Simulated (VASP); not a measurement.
All values below come from PBEsol GGA, VASP's PBE PAW potentials (set 64) (plane waves; VASP 6.6.1).

VASP ran on this input.

**INCAR**
```
! general
SYSTEM  = Re
PREC    = Accurate
ENCUT   = 480
LREAL   = .False.   ! projection in real space or not
LASPH   = .True.

! electronic loop
EDIFF   = 1E-7
NELM    = 100   ! most electronic steps
ALGO    = Normal
LMAXMIX = 6   ! l cut-off of mixed one-centre charges

! smearing
ISMEAR  = 1   ! Methfessel-Paxton
SIGMA   = 0.1   ! width (eV)

! functional
GGA     = PS   ! PBEsol

! ions
ISIF    = 2   ! forces and stress, cell fixed

! output
LWAVE   = .False.
LCHARG  = .False.
```

POSCAR:
```
Re
1
    1.4296240814    -2.3809436799     0.0000000000
    1.4296240814     2.3809436799     0.0000000000
    0.0000000000     0.0000000000     4.4480099504
Re
2
Direct
  0.3333330000   0.6666670000   0.2500000000
  0.6666670000   0.3333330000   0.7500000000
```

File KPOINTS:
```
Automatic mesh
0
Gamma
14 14 8
0 0 0
```

POTCAR, in this order: Re (PBE.64 set). Program: vasp_std.

Output

OSZICAR:
```
       N       E                     dE             d eps       ncg     rms          rms(c)
DAV:   1     0.233944181000E+02    0.23394E+02   -0.66796E+03 11544   0.150E+03
DAV:   2    -0.223087393311E+02   -0.45703E+02   -0.39404E+02 10071   0.324E+02
DAV:   3    -0.279313329385E+02   -0.56226E+01   -0.46215E+01 10869   0.217E+02
DAV:   4    -0.282234329059E+02   -0.29210E+00   -0.26853E+00 11532   0.237E+01
DAV:   5    -0.282337951786E+02   -0.10362E-01   -0.97196E-02 11122   0.278E+00    0.422E+01
DAV:   6    -0.270348108455E+02    0.11990E+01   -0.13316E+00 11835   0.345E+01    0.165E+01
DAV:   7    -0.266684266422E+02    0.36638E+00   -0.80592E-01 12196   0.259E+01    0.663E-01
DAV:   8    -0.266539101884E+02    0.14516E-01   -0.13035E-02 12317   0.149E+00    0.256E-01
DAV:   9    -0.266533121368E+02    0.59805E-03   -0.35944E-04 11514   0.171E-01    0.405E-02
DAV:  10    -0.266533043370E+02    0.77998E-05   -0.57463E-05 10778   0.769E-02    0.921E-03
DAV:  11    -0.266533043952E+02   -0.58142E-07   -0.11145E-06  9974   0.156E-02    0.363E-03
DAV:  12    -0.266533043488E+02    0.46331E-07   -0.43645E-08  5707   0.493E-03
   1 F= -.26653304E+02 E0= -.26653159E+02  d E =-.435327E-03
```

**OUTCAR**
```
------------------------ aborting loop because EDIFF is reached ----------------------------------------
  FORCE on cell =-STRESS in cart. coord.  units (eV):
  Direction    XX          YY          ZZ          XY          YZ          ZX
  --------------------------------------------------------------------------------------
  Total       -4.1203275     -2.0108361     -1.7834185      0.0000000     -0.0000000      0.0000000
  in kB     -218.0095878   -106.3948317    -94.3619974      0.0000000     -0.0000000      0.0000000
  external PRESSURE =    -139.5888056 kB  Pullay stress =       0.0000000 kB
  volume of cell :       30.28
      direct lattice vectors                 reciprocal lattice vectors
     1.429624081 -2.380943680  0.000000000     0.349742290 -0.210000767  0.000000000
     1.429624081  2.380943680  0.000000000     0.349742290  0.210000767  0.000000000
     0.000000000  0.000000000  4.448009950     0.000000000  0.000000000  0.224819641
 POSITION                                       TOTAL-FORCE (eV/Angst)
 -----------------------------------------------------------------------------------
      1.42962      0.79365      1.11200         0.000000      0.098577     -0.000000
      1.42962     -0.79365      3.33601         0.000000     -0.098577      0.000000
 -----------------------------------------------------------------------------------
    total drift:                                0.000000     -0.000000      0.000000
  FREE ENERGIE OF THE ION-ELECTRON SYSTEM (eV)
  ---------------------------------------------------
  free  energy   TOTEN  =       -26.6533043488 eV

  energy  without entropy=      -26.6528690214  energy(sigma->0) =      -26.65315924
```
(Selected blocks of OUTCAR.)

**OUTCAR**
```
 val. band max:        7.3291870400   @ k =   0.4286   0.2143   0.3750

 cond. band min:       7.3348823389   @ k =   0.3571   0.3571   0.3750


 Fermi energy:         7.3336834892

 k-point     1 :       0.0000    0.0000    0.0000
  band No.  band energies     occupation
      1      -2.3294      2.00000
      2       0.9614      2.00000
      3       5.4029      2.00000
      4       6.0594      2.00000
      5       6.2524      2.00000
      6       6.2901      2.00000
      7       7.0643      2.00093
      8       7.2913      1.65028
      9       7.5087     -0.03280
     10       8.1258     -0.00000
     11      10.5394      0.00000

 k-point     2 :       0.0714    0.0000    0.0000
  band No.  band energies     occupation
      1      -2.1342      2.00000
      2       1.1399      2.00000
      3       5.1760      2.00000
      4       6.1516      2.00000
      5       6.2585      2.00000
      6       6.4939      2.00000
      7       6.9843      2.00001
      8       7.1564      2.03102
      9       7.3161      1.29314
     10       7.6134     -0.00056
     11      10.7572      0.00000

 k-point     3 :       0.1429    0.0000    0.0000
  band No.  band energies     occupation
      1      -1.5745      2.00000
      2       1.6144      2.00000
      3       4.7110      2.00000
      4       5.8541      2.00000
      5       5.9829      2.00000
      6       6.6739      2.00000
      7       6.9623      2.00000
      8       6.9791      2.00001
      9       7.2454      2.01671
     10       7.5492     -0.00938
     11      11.0001      0.00000

 k-point     4 :       0.2143    0.0000    0.0000
  band No.  band energies     occupation
      1      -0.7356      2.00000
      2       2.1333      2.00000
      3       4.3672      2.00000
      4       4.6809      2.00000
      5       5.7051      2.00000
      6       6.5378      2.00000
      7       6.9254      2.00000
      8       7.4727     -0.06427
      9       7.6755     -0.00001
...
```

Unless said otherwise, spin-orbit coupling is left out, though it shifts the bands of the heavy elements here.

The compound is Re in the hcp structure. This cell was strained or had an atom moved on purpose.
